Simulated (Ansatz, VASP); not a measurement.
# Cross-check of Ge (Germanium) between VASP and Ansatz, part 2 of 2

Wanted: the spread between two codes on one cell, functional and k mesh. The cell is taken from a series of VASP runs on this material, whose earlier steps may have relaxed, scaled or displaced it; both programs get it as it stands.

VASP 6.6.1 and Ansatz 0.2.0.

So far. Step 2 (VASP: band structure, PBE): The run ends at a pressure of 3.44 GPa.

## Step 7: VASP: band structure, r2SCAN

Level of this step: r2SCAN; plane waves and PAW (Ge_d) (VASP).

The same cell, functional, mesh and smearing now go to VASP, with its own data sets and cutoff.

INCAR

```
SYSTEM = Ge
PREC = Accurate
ENCUT = 360
EDIFF = 1E-06
NELM = 100
ISMEAR = 0
SIGMA = 0.03
LREAL = .FALSE.
ALGO = Normal
METAGGA = R2SCAN
LASPH = .TRUE.
NBANDS = 26
LORBIT = 11
LWAVE = .FALSE.
LCHARG = .FALSE.
KPAR = 8
```

POSCAR

```
Ge
1.0
    0.0000000000      2.8289100000      2.8289100000
    2.8289100000      0.0000000000      2.8289100000
    2.8289100000      2.8289100000      0.0000000000
Ge
2
Direct
    0.7500000000      0.7500000000      0.7500000000
    0.5000000000      0.5000000000      0.5000000000
```

KPOINTS

```
Automatic mesh
0
Gamma
6 6 6
0 0 0
```

KPOINTS_OPT

```
Line mode
10
Line-mode
Reciprocal
  0.00000000   0.00000000   0.00000000 GAMMA
  0.50000000   0.00000000   0.50000000 X

  0.50000000   0.00000000   0.50000000 X
  0.50000000   0.25000000   0.75000000 W

  0.50000000   0.25000000   0.75000000 W
  0.37500000   0.37500000   0.75000000 K

  0.37500000   0.37500000   0.75000000 K
  0.00000000   0.00000000   0.00000000 GAMMA

  0.00000000   0.00000000   0.00000000 GAMMA
  0.50000000   0.50000000   0.50000000 L

  0.50000000   0.50000000   0.50000000 L
  0.62500000   0.25000000   0.62500000 U

  0.62500000   0.25000000   0.62500000 U
  0.50000000   0.25000000   0.75000000 W

  0.50000000   0.25000000   0.75000000 W
  0.50000000   0.50000000   0.50000000 L

  0.50000000   0.50000000   0.50000000 L
  0.37500000   0.37500000   0.75000000 K

  0.62500000   0.25000000   0.62500000 U
  0.50000000   0.00000000   0.50000000 X
```

PAW data sets: Ge_d (PBE family, release 64).

Launch:

```bash
$ mpirun -np 8 vasp_std
```

Numbers of over 12 decimals in the logs are rounded to 6 here.

Log:

```text
[banner, memory and clock lines left out]
running    8 mpi-ranks, on    1 nodes
[...]
[... a notice as in an earlier step ...]

|                                                                             |
|               ----> ADVICE to this user running VASP <----                  |
|                                                                             |
|     You enforced a specific xc type in the INCAR file but a different       |
|     [... a line on the potential file left out ...]
|     I HOPE YOU KNOW WHAT YOU ARE DOING!                                     |
|                                                                             |

 LDA part: xc-table for (None), standard interpolation
 POSCAR, INCAR and KPOINTS ok, starting setup
[...]
entering main loop
       N       E                     dE             d eps       ncg     rms          rms(c)
DAV:   1     0.158116056882E+03    0.15812E+03   -0.11103E+04  1008   0.251E+03
DAV:   2    -0.423027691524E+01   -0.16235E+03   -0.15467E+03   832   0.481E+02
[...]
1 F= -.27700938E+02 E0= -.27700938E+02  d E =-.964914E-23
 Start KPOINTS_OPT (optional k-point list driver)
k-point batch [1-16\100]
       N       E                     dE             ncg
DAV:   1    -0.365048760312E+04   -0.13289E+05     1044
DAV:   2    -0.625002984429E+04   -0.25995E+04      856
DAV:   3    -0.665229826453E+04   -0.40227E+03      954
DAV:   4    -0.666320225950E+04   -0.10904E+02      912
DAV:   5    -0.666334526249E+04   -0.14300E+00      986
DAV:   6    -0.666334872883E+04   -0.34663E-02      918
DAV:   7    -0.666334885107E+04   -0.12224E-03      966
DAV:   8    -0.666334885589E+04   -0.48161E-05      816
DAV:   9    -0.666334885611E+04   -0.21865E-06      534
[...]
k-point batch [97-100\100]
       N       E                     dE             ncg
DAV:   1     0.902430854519E+04   -0.44161E+04      248
DAV:   2     0.835111823174E+04   -0.67319E+03      208
DAV:   3     0.824693410469E+04   -0.10418E+03      258
DAV:   4     0.824388629825E+04   -0.30478E+01      220
DAV:   5     0.824384706307E+04   -0.39235E-01      240
DAV:   6     0.824384610687E+04   -0.95620E-03      222
DAV:   7     0.824384607309E+04   -0.33784E-04      254
DAV:   8     0.824384607171E+04   -0.13796E-05      216
DAV:   9     0.824384607166E+04   -0.49698E-07      122
```

OUTCAR, selected parts (step 7):

```text
  Total        0.1590092      0.1590092      0.1590092      0.0000000     -0.0000000     -0.0000000
  in kB        5.6265938      5.6265938      5.6265938      0.0000000     -0.0000000     -0.0000000
  external PRESSURE =       5.6265938 kB  Pullay stress =       0.0000000 kB

 POSITION                                       TOTAL-FORCE (eV/Angst)
 -----------------------------------------------------------------------------------
      4.24336      4.24336      4.24336         0.000000      0.000000     -0.000000
      2.82891      2.82891      2.82891        -0.000000     -0.000000      0.000000
 -----------------------------------------------------------------------------------
    total drift:                                0.000000      0.000000      0.000000

  FREE ENERGIE OF THE ION-ELECTRON SYSTEM (eV)
  ---------------------------------------------------
  free  energy   TOTEN  =       -27.7009383379 eV

  energy  without entropy=      -27.7009383379  energy(sigma->0) =      -27.70093834

[... 2 parts as in an earlier step ...]

[... 1 further part left out ...]
[key lines of the parts left out:]
E-fermi :   5.0146
```

The run ends at a pressure of 0.56 GPa.

## Step 8: Differences

What differs besides the data sets and the points named for the pairs above, as far as they apply: VASP keeps PBE cores, Ansatz makes them for the functional; the cutoff is 500 eV in Ansatz and 360 eV in VASP. Total energies have different zeros and are not compared.

Both answers:

```tsv
quantity	Ansatz	VASP	difference
pressure (GPa)	0.54	0.56	-0.02
pressure without Ansatz's Pulay correction (GPa)	0.49	0.56	-0.07
gap over the path points (eV)	0.446	0.406	+0.040
```

Levels at points of the path, from each program's valence-band top (eV; 3 filled, then empty):

```tsv
k (reciprocal lattice)	Ansatz	VASP
0.000 0.000 0.000	0.00 0.00 0.00 0.45 2.73 2.73	0.00 0.00 0.00 0.41 2.71 2.71
0.167 0.000 0.167	-3.17 -1.35 -1.35 1.78 3.10 4.68	-3.18 -1.35 -1.35 1.77 3.07 4.67
0.333 0.000 0.333	-6.37 -2.73 -2.73 0.87 2.25 7.78	-6.38 -2.73 -2.73 0.86 2.24 7.76
0.500 0.000 0.500	-9.21 -3.22 -3.22 0.98 0.98 10.13	-9.22 -3.23 -3.23 0.97 0.97 10.11
0.500 0.083 0.583	-9.19 -3.47 -3.47 1.56 1.56 9.12	-9.19 -3.47 -3.47 1.55 1.55 9.10
0.500 0.194 0.694	-9.12 -3.97 -3.97 3.57 3.57 6.30	-9.13 -3.98 -3.98 3.56 3.56 6.29
0.500 0.250 0.750	-9.11 -4.05 -4.05 4.70 4.70 5.06	-9.11 -4.06 -4.06 4.68 4.68 5.06
0.458 0.292 0.750	-8.79 -4.30 -3.63 3.22 4.62 5.91	-8.80 -4.30 -3.64 3.21 4.61 5.90
0.403 0.347 0.750	-8.61 -4.47 -2.91 1.65 4.45 7.36	-8.61 -4.48 -2.91 1.64 4.44 7.35
0.375 0.375 0.750	-8.59 -4.50 -2.76 1.40 4.43 7.74	-8.59 -4.50 -2.77 1.39 4.42 7.71
```

Among the levels compared at these points, filled levels agree within 13 meV and empty ones within 40 meV. Ansatz's pressure holds a Pulay correction of 0.05 GPa; VASP's holds none.

## Step 9: Other set-ups

Further runs change the set-up of one program: Ansatz's method, potentials or start, or VASP's data sets, cutoff or form of LDA. The table gives Ansatz less VASP for each quantity, since a change that brings one quantity closer may part another.

```tsv
run	pressure (GPa)	gap over the path points (eV)
as above	-0.018	0.040
Ansatz's all-electron LAPW method	0.044	0.045
```

## Step 10: Ansatz: band structure, r2SCAN, spin-orbit coupling

The same path points are solved in both programs, so levels can be compared one by one.

The cell is taken from a series of VASP runs on this material, whose earlier steps may have relaxed, scaled or displaced it; both programs get it as it stands.

input.yaml

```yaml
crystal:
  lattice:
    - [0.0, 2.82891, 2.82891]
    - [2.82891, 0.0, 2.82891]
    - [2.82891, 2.82891, 0.0]
  atoms:
    - { symbol: Ge, position: [0.75, 0.75, 0.75] }
    - { symbol: Ge, position: [0.5, 0.5, 0.5] }
hamiltonian:
  xc: r2scan
  pseudopotentials: { kind: paw_fr }
magnetization:
  noncollinear: true
  spin_orbit: true
kpoints:
  mp_grid: { grid: [6, 6, 6] }
  band_path:
    path:
      - [0.0, 0.0, 0.0]
      - [0.16667, 0.0, 0.16667]
      - [0.33333, 0.0, 0.33333]
      - [0.5, 0.0, 0.5]
      - [0.5, 0.08333, 0.58333]
      - [0.5, 0.19444, 0.69444]
      - [0.5, 0.25, 0.75]
      - [0.45833, 0.29167, 0.75]
      - [0.40278, 0.34722, 0.75]
      - [0.375, 0.375, 0.75]
      - [0.20833, 0.20833, 0.41667]
      - [0.08333, 0.08333, 0.16667]
      - [0.0, 0.0, 0.0]
      - [0.22222, 0.22222, 0.22222]
      - [0.38889, 0.38889, 0.38889]
      - [0.51389, 0.47222, 0.51389]
      - [0.55556, 0.38889, 0.55556]
      - [0.61111, 0.27778, 0.61111]
      - [0.61111, 0.25, 0.63889]
      - [0.56944, 0.25, 0.68056]
      - [0.51389, 0.25, 0.73611]
      - [0.5, 0.27778, 0.72222]
      - [0.5, 0.38889, 0.61111]
      - [0.5, 0.47222, 0.52778]
      - [0.48611, 0.48611, 0.52778]
      - [0.43056, 0.43056, 0.63889]
      - [0.38889, 0.38889, 0.72222]
      - [0.59722, 0.19444, 0.59722]
      - [0.55556, 0.11111, 0.55556]
      - [0.5, 0.0, 0.5]
    npoints: 1
scf:
  occupations: { method: gaussian, width: 0.03 }
  n_extra_bands: 14
output:
  forces: true
  stress: true
  eigenvalues: true
```

Launch:

```bash
$ ansatz run input.yaml --threads 2 --pin off --max-ram 4608MiB --backend cpu --events-out ev --progress --plain --runs-dir out
```

Log:

```text
[...]
non-collinear run that drives no moment, with spin-orbit: no starting moment large enough to seed its density (crystal.atoms[].spin), no starting occupations that ask for one, no magnetisation constraint and no magnetic field, so the semilocal B_xc is pinned to zero
Crystal: 2 atoms, lattice volume = 45.278 Å³
[...]
k-point 1: bands = [... 24 lower, 7.7415, 7.7415, 7.9269, 7.9269, 9.6311, 9.6311, 11.7678, 11.7678, ... 10 higher]
  k-point 2: bands = [... 24 lower, 7.0611, 7.0611, 7.2436, 7.2436, 9.0784, 9.0784, 12.3553, 12.3553, ... 10 higher]
  k-point 15: bands = [... 24 lower, 4.4703, 4.4703, 4.5382, 4.5382, 11.3409, 11.3409, 11.3998, 11.3998, ... 10 higher]
[key lines of the parts left out:]
SCF converged after 6 iterations
Magnetization: |M| = 0.0000 μB,  M = (+0.0000, +0.0000, +0.0000) μB
Free energy (F): -8600.310794 eV
Fermi energy:    8.657215 eV
P = ⅓ Tr σ = 0.5273 GPa (5.273 kbar)
```

Elapsed: 22 s, on 2 threads of Arm Neoverse N1, shared host; peak memory 0.53 GiB; 43 s of CPU time.

## Step 11: VASP: band structure, r2SCAN, spin-orbit coupling

The same cell, functional, mesh and smearing now go to VASP, with its own data sets and cutoff.

Edit INCAR of step 7 so:

```diff
@@ -11,3 +11,7 @@
 LASPH = .TRUE.
-NBANDS = 26
+LNONCOLLINEAR = .TRUE.
+MAGMOM = 0 0 0 0 0 0
+NBANDS = 40
+GGA_COMPAT = .FALSE.
+LSORBIT = .TRUE.
 LORBIT = 11
```

POSCAR is that of step 7.

KPOINTS is that of step 7.

KPOINTS_OPT is that of step 7.

Launch:

```bash
$ mpirun -np 8 vasp_ncl
```

Log:

```text
[banner, memory and clock lines left out]
running    8 mpi-ranks, on    1 nodes
[...]
[... a notice as in an earlier step ...]

 [... a notice as in an earlier step ...]

 LDA part: xc-table for (None), standard interpolation
 POSCAR, INCAR and KPOINTS ok, starting setup
[...]
entering main loop
       N       E                     dE             d eps       ncg     rms          rms(c)
DAV:   1     0.217312886347E+03    0.21731E+03   -0.11515E+04  1584   0.330E+03
DAV:   2     0.121133628166E+02   -0.20520E+03   -0.19735E+03  1280   0.742E+02
DAV:   3    -0.282361304349E+02   -0.40349E+02   -0.40008E+02  1472   0.183E+02
DAV:   4    -0.303724862814E+02   -0.21364E+01   -0.21332E+01  1464   0.508E+01
[...]
DAV:  14    -0.277178554903E+02   -0.28806E-05   -0.25499E-06  1272   0.306E-02    0.252E-03
DAV:  15    -0.277178567866E+02   -0.12964E-05   -0.21593E-06  1360   0.320E-02    0.139E-03
DAV:  16    -0.277178563123E+02    0.47431E-06   -0.55447E-08   816   0.278E-03
   1 F= -.27717856E+02 E0= -.27717856E+02  d E =-.485176E-15  mag=     0.0000     0.0000     0.0000
 Start KPOINTS_OPT (optional k-point list driver)
k-point batch [1-16\100]
       N       E                     dE             ncg
DAV:   1    -0.272184648820E+04   -0.11432E+05     1648
DAV:   2    -0.599260333258E+04   -0.32708E+04     1288
DAV:   3    -0.662967452576E+04   -0.63707E+03     1488
DAV:   4    -0.666254748266E+04   -0.32873E+02     1496
[...]
DAV:   8    -0.666317623809E+04   -0.37988E-04     1544
DAV:   9    -0.666317623997E+04   -0.18743E-05     1160
DAV:  10    -0.666317624011E+04   -0.14539E-06      904
[...]
k-point batch [97-100\100]
       N       E                     dE             ncg
DAV:   1     0.897734758328E+04   -0.39197E+04      376
DAV:   2     0.809258165976E+04   -0.88477E+03      320
DAV:   3     0.792718382441E+04   -0.16540E+03      352
DAV:   4     0.791815842683E+04   -0.90254E+01      384
DAV:   5     0.791798116997E+04   -0.17726E+00      368
DAV:   6     0.791797638745E+04   -0.47825E-02      392
DAV:   7     0.791797618417E+04   -0.20328E-03      360
DAV:   8     0.791797617256E+04   -0.11610E-04      392
DAV:   9     0.791797617189E+04   -0.66875E-06      288
```

From OUTCAR (step 11):

```text
  Total        0.1605042      0.1605042      0.1605042      0.0000000      0.0000000      0.0000000
  in kB        5.6794921      5.6794921      5.6794921      0.0000000      0.0000000      0.0000000
  external PRESSURE =       5.6794921 kB  Pullay stress =       0.0000000 kB

 POSITION                                       TOTAL-FORCE (eV/Angst)
 -----------------------------------------------------------------------------------
      4.24336      4.24336      4.24336         0.000000      0.000000      0.000000
      2.82891      2.82891      2.82891        -0.000000     -0.000000     -0.000000
 -----------------------------------------------------------------------------------
    total drift:                                0.000000      0.000000      0.000000

  FREE ENERGIE OF THE ION-ELECTRON SYSTEM (eV)
  ---------------------------------------------------
  free  energy   TOTEN  =       -27.7178563123 eV

  energy  without entropy=      -27.7178563123  energy(sigma->0) =      -27.71785631

 magnetization (x)
# of ion       s       p       d       tot
------------------------------------------
    1       -0.000  -0.000   0.000  -0.000
    2        0.000  -0.000   0.000  -0.000
--------------------------------------------------
tot         -0.000  -0.000   0.000  -0.000

 magnetization (y)
# of ion       s       p       d       tot
------------------------------------------
    1       -0.000   0.000   0.000  -0.000
    2        0.000  -0.000   0.000  -0.000
--------------------------------------------------
tot          0.000  -0.000   0.000  -0.000

 magnetization (z)
# of ion       s       p       d       tot
------------------------------------------
    1        0.000  -0.000   0.000  -0.000
    2        0.000  -0.000   0.000   0.000
--------------------------------------------------
tot          0.000  -0.000   0.000  -0.000

[... 1 part as in an earlier step ...]

[... 2 further parts left out ...]
[key lines of the parts left out:]
E-fermi :   5.0582
```

The run ends at a pressure of 0.57 GPa.

## Step 12: Differences

What differs besides the data sets and the points named for the pairs above, as far as they apply: spin-orbit coupling enters by fully relativistic files in Ansatz and inside the spheres in VASP. Total energies have different zeros and are not compared.

The two programs side by side:

```tsv
quantity	Ansatz	VASP	difference
pressure (GPa)	0.53	0.57	-0.04
pressure without Ansatz's Pulay correction (GPa)	0.48	0.57	-0.09
gap over the path points (eV)	0.354	0.311	+0.043
```

Levels at points of the path, from each program's valence-band top (eV; 6 filled, then empty):

```tsv
k (reciprocal lattice)	Ansatz	VASP
0.000 0.000 0.000	-0.29 -0.29 0.00 0.00 0.00 0.00 0.35 0.35 2.49 2.49 2.70 2.70	-0.29 -0.29 0.00 0.00 0.00 0.00 0.31 0.31 2.48 2.48 2.69 2.69
0.167 0.000 0.167	-3.26 -3.26 -1.49 -1.49 -1.41 -1.41 1.69 1.69 3.00 3.00 4.58 4.58	-3.28 -3.28 -1.49 -1.49 -1.41 -1.41 1.68 1.68 2.98 2.98 4.57 4.57
0.333 0.000 0.333	-6.46 -6.46 -2.84 -2.84 -2.81 -2.81 0.78 0.78 2.15 2.15 7.65 7.65	-6.47 -6.47 -2.85 -2.85 -2.82 -2.82 0.77 0.77 2.14 2.14 7.64 7.64
0.500 0.000 0.500	-9.30 -9.30 -3.32 -3.32 -3.32 -3.32 0.89 0.89 0.89 0.89 10.02 10.02	-9.31 -9.31 -3.32 -3.32 -3.32 -3.32 0.88 0.88 0.88 0.88 10.00 10.00
0.500 0.083 0.583	-9.27 -9.27 -3.59 -3.59 -3.55 -3.55 1.45 1.45 1.49 1.49 8.98 8.98	-9.28 -9.28 -3.59 -3.59 -3.55 -3.55 1.44 1.44 1.48 1.48 8.96 8.96
0.500 0.194 0.694	-9.20 -9.20 -4.11 -4.11 -4.04 -4.04 3.44 3.44 3.51 3.51 6.18 6.18	-9.21 -9.21 -4.11 -4.11 -4.04 -4.04 3.43 3.43 3.50 3.50 6.17 6.17
0.500 0.250 0.750	-9.19 -9.19 -4.19 -4.19 -4.11 -4.11 4.53 4.53 4.67 4.67 4.97 4.97	-9.20 -9.20 -4.19 -4.19 -4.12 -4.12 4.51 4.51 4.65 4.65 4.96 4.96
0.458 0.292 0.750	-8.89 -8.89 -4.39 -4.39 -3.73 -3.73 3.12 3.12 4.52 4.52 5.81 5.81	-8.89 -8.89 -4.40 -4.40 -3.73 -3.73 3.11 3.11 4.51 4.51 5.80 5.80
0.403 0.347 0.750	-8.70 -8.70 -4.57 -4.57 -3.01 -3.01 1.56 1.56 4.36 4.36 7.25 7.25	-8.71 -8.71 -4.57 -4.57 -3.01 -3.01 1.55 1.55 4.34 4.34 7.23 7.23
0.375 0.375 0.750	-8.68 -8.68 -4.59 -4.59 -2.86 -2.86 1.31 1.31 4.33 4.33 7.62 7.62	-8.69 -8.69 -4.60 -4.60 -2.86 -2.86 1.30 1.30 4.32 4.32 7.60 7.60
```

Among the levels compared at these points, filled levels agree within 14 meV and empty ones within 43 meV. Ansatz's pressure holds a Pulay correction of 0.05 GPa; VASP's holds none.

## Step 13: Outcome

```yaml
difference_in_gap_over_the_path_points_band_structure_pbe: -0.0054 eV
difference_in_gap_over_the_path_points_band_structure_r2scan: 0.040 eV
difference_in_gap_over_the_path_points_band_structure_r2scan_spin_orbit_coupling: 0.043 eV
```

In words: The difference in gap over the path points is 0.043 eV (band structure, r2SCAN, spin-orbit coupling), within the 0.08 eV picked in this series as the mark of a large difference. Band structure, PBE, Ansatz's all-electron LAPW method: the difference in gap over the path points goes from -0.0054 to 0.0011 eV. Band structure, r2SCAN, Ansatz's all-electron LAPW method: the difference in pressure goes from -0.018 to 0.044 GPa. 4 further runs of this series are not shown here. Such differences can come from data sets, numerical settings and the points named under the comparisons, not from the functional's error against experiment.

[Lines on the potential files, build, host, timing and source positions are cut from VASP's logs without a mark.]

[Logs are printed without paths, hosts, clocks, repeated set-up lines and the standing remarks that a program may print on its own settings, such as how far it seeks lower states.]

[Hosts, paths, dates, database ids (printed as entryN), source tags and the programs' standing remarks are cut or masked in the printed files.]
